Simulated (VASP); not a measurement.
Computed with r2SCAN+rVV10, VASP's PBE PAW potentials (set 64) (plane waves; VASP 6.6.1).

VASP ran on this input.

File KPOINTS:
```
Automatic mesh
0
Gamma
12 12 12
0 0 0
```

### POSCAR
```
Na
1
   -2.0674925246     2.0674925246     2.0674925246
    2.0674925246    -2.0674925246     2.0674925246
    2.0674925246     2.0674925246    -2.0674925246
Na
1
Direct
  0.0000000000   0.0000000000   0.0000000000
```

INCAR:
```
SYSTEM  =  Na
PREC  =  Accurate; ENCUT  =  520; LREAL  =  .FALSE.
LASPH  =  .TRUE.
EDIFF  =  1E-7; NELM  =  100; ALGO  =  Normal
LMIXTAU  =  .TRUE.
ISMEAR  =  1; SIGMA  =  0.1
METAGGA  =  R2SCAN; LUSE_VDW  =  .TRUE.; BPARAM  =  11.95
CPARAM  =  0.0093
ISIF  =  2
LWAVE  =  .FALSE.; LCHARG  =  .FALSE.
```

POTCAR, in this order: Na_pv (PBE.64 set). Program: vasp_std.

Output

### OSZICAR
```
       N       E                     dE             d eps       ncg     rms          rms(c)
DAV:   1     0.182630673831E+02    0.18263E+02   -0.40676E+03  1008   0.862E+02
DAV:   2    -0.331149092677E+01   -0.21575E+02   -0.21571E+02  1057   0.144E+02
DAV:   3    -0.373648644563E+01   -0.42500E+00   -0.42499E+00  1330   0.286E+01
DAV:   4    -0.374021637557E+01   -0.37299E-02   -0.37299E-02  1232   0.235E+00
DAV:   5    -0.374027007853E+01   -0.53703E-04   -0.53703E-04  1344   0.237E-01    0.196E-01
DAV:   6    -0.301761714272E+01    0.72265E+00   -0.16521E-01  1008   0.783E+00    0.334E-01
DAV:   7    -0.327171338145E+01   -0.25410E+00   -0.23245E-01  1022   0.520E+00    0.251E-01
DAV:   8    -0.323660500948E+01    0.35108E-01   -0.16076E-02  1022   0.137E+00    0.337E-01
DAV:   9    -0.328830719714E+01   -0.51702E-01   -0.33002E-02  1036   0.309E+00    0.377E-02
DAV:  10    -0.328316029054E+01    0.51469E-02   -0.29395E-03  1022   0.945E-01    0.589E-02
DAV:  11    -0.328857630117E+01   -0.54160E-02   -0.13000E-03  1008   0.603E-01    0.357E-02
DAV:  12    -0.327368787394E+01    0.14888E-01   -0.37694E-03  1008   0.781E-01    0.125E-02
DAV:  13    -0.327270323245E+01    0.98464E-03   -0.39698E-04  1008   0.142E-01    0.107E-02
DAV:  14    -0.327271240569E+01   -0.91732E-05   -0.60302E-06  1316   0.210E-02    0.106E-02
DAV:  15    -0.327286127536E+01   -0.14887E-03   -0.18942E-05  1022   0.316E-02    0.895E-03
DAV:  16    -0.327290952441E+01   -0.48249E-04   -0.37468E-06  1036   0.210E-02    0.734E-03
DAV:  17    -0.327284507156E+01    0.64453E-04   -0.31691E-05  1008   0.479E-02    0.880E-03
DAV:  18    -0.327302195138E+01   -0.17688E-03   -0.48810E-06  1050   0.277E-02    0.136E-02
DAV:  19    -0.327284990463E+01    0.17205E-03   -0.42284E-06  1036   0.238E-02    0.867E-03
DAV:  20    -0.327264857907E+01    0.20133E-03   -0.12415E-05  1008   0.300E-02    0.386E-03
DAV:  21    -0.327249786838E+01    0.15071E-03   -0.63977E-06  1050   0.295E-02    0.532E-04
DAV:  22    -0.327248772400E+01    0.10144E-04   -0.65469E-07  1008   0.715E-03    0.424E-04
DAV:  23    -0.327248318936E+01    0.45346E-05   -0.10518E-07  1036   0.251E-03    0.349E-04
DAV:  24    -0.327249305172E+01   -0.98624E-05   -0.44267E-08  1064   0.259E-03    0.877E-05
DAV:  25    -0.327249535742E+01   -0.23057E-05   -0.10144E-08   966   0.885E-04    0.174E-05
DAV:  26    -0.327249579999E+01   -0.44257E-06   -0.12518E-09   525   0.388E-04    0.705E-06
DAV:  27    -0.327249623795E+01   -0.43796E-06   -0.37554E-10   518   0.242E-04    0.369E-06
DAV:  28    -0.327249611256E+01    0.12538E-06   -0.77151E-11   511   0.113E-04    0.944E-07
DAV:  29    -0.327249616456E+01   -0.51998E-07   -0.22975E-11   504   0.407E-05
   1 F= -.32724962E+01 E0= -.32722446E+01  d E =-.754697E-03
```

**OUTCAR**
```
------------------------ aborting loop because EDIFF is reached ----------------------------------------
  FORCE on cell =-STRESS in cart. coord.  units (eV):
  Direction    XX          YY          ZZ          XY          YZ          ZX
  --------------------------------------------------------------------------------------
  Total        0.1003757      0.1003757      0.1003757      0.0000000     -0.0000000      0.0000000
  in kB        4.5493298      4.5493298      4.5493298      0.0000000     -0.0000000      0.0000000
  external PRESSURE =       4.5493298 kB  Pullay stress =       0.0000000 kB
  volume of cell :       35.35
      direct lattice vectors                 reciprocal lattice vectors
    -2.067492525  2.067492525  2.067492525     0.000000000  0.241838843  0.241838843
     2.067492525 -2.067492525  2.067492525     0.241838843  0.000000000  0.241838843
     2.067492525  2.067492525 -2.067492525     0.241838843  0.241838843  0.000000000
 POSITION                                       TOTAL-FORCE (eV/Angst)
 -----------------------------------------------------------------------------------
      0.00000      0.00000      0.00000         0.000000     -0.000000      0.000000
 -----------------------------------------------------------------------------------
    total drift:                                0.000000     -0.000000      0.000000
  FREE ENERGIE OF THE ION-ELECTRON SYSTEM (eV)
  ---------------------------------------------------
  free  energy   TOTEN  =        -3.2724961646 eV

  energy  without entropy=       -3.2717414671  energy(sigma->0) =       -3.27224460
```
(Selected blocks of OUTCAR.)

File OUTCAR:
```
 val. band max:        0.3961681691   @ k =  -0.3333   0.4167   0.1667

 cond. band min:       0.5132718195   @ k =   0.3333   0.1667   0.0000


 Fermi energy:         0.4257195116

 k-point     1 :       0.0000    0.0000    0.0000
  band No.  band energies     occupation
      1     -25.4505      2.00000
      2     -25.4505      2.00000
      3     -25.4503      2.00000
      4      -3.1204      2.00000
      5      13.2009      0.00000
      6      13.2015      0.00000
      7      13.2015      0.00000

 k-point     2 :       0.0833    0.0000    0.0000
  band No.  band energies     occupation
      1     -25.4533      2.00000
      2     -25.4514      2.00000
      3     -25.4505      2.00000
      4      -2.9855      2.00000
      5      11.6776      0.00000
      6      12.4323      0.00000
      7      12.8591      0.00000

 k-point     3 :       0.1667    0.0000    0.0000
  band No.  band energies     occupation
      1     -25.4612      2.00000
      2     -25.4540      2.00000
      3     -25.4505      2.00000
      4      -2.5830      2.00000
      5       9.3237      0.00000
      6      11.3660      0.00000
      7      12.2262      0.00000

 k-point     4 :       0.2500    0.0000    0.0000
  band No.  band energies     occupation
      1     -25.4720      2.00000
      2     -25.4575      2.00000
      3     -25.4505      2.00000
      4      -1.9193      2.00000
      5       7.0971      0.00000
      6      10.4855      0.00000
      7      11.6444      0.00000

 k-point     5 :       0.3333    0.0000    0.0000
  band No.  band energies     occupation
      1     -25.4827      2.00000
      2     -25.4611      2.00000
      3     -25.4505      2.00000
      4      -1.0053      2.00000
      5       5.0635      0.00000
      6       9.8458      0.00000
      7      11.2079      0.00000

 k-point     6 :       0.4167    0.0000    0.0000
  band No.  band energies     occupation
      1     -25.4905      2.00000
...
```

The compound is Na in the bcc structure. This cell is one point of a volume scan, at 0.94 of the reference volume.
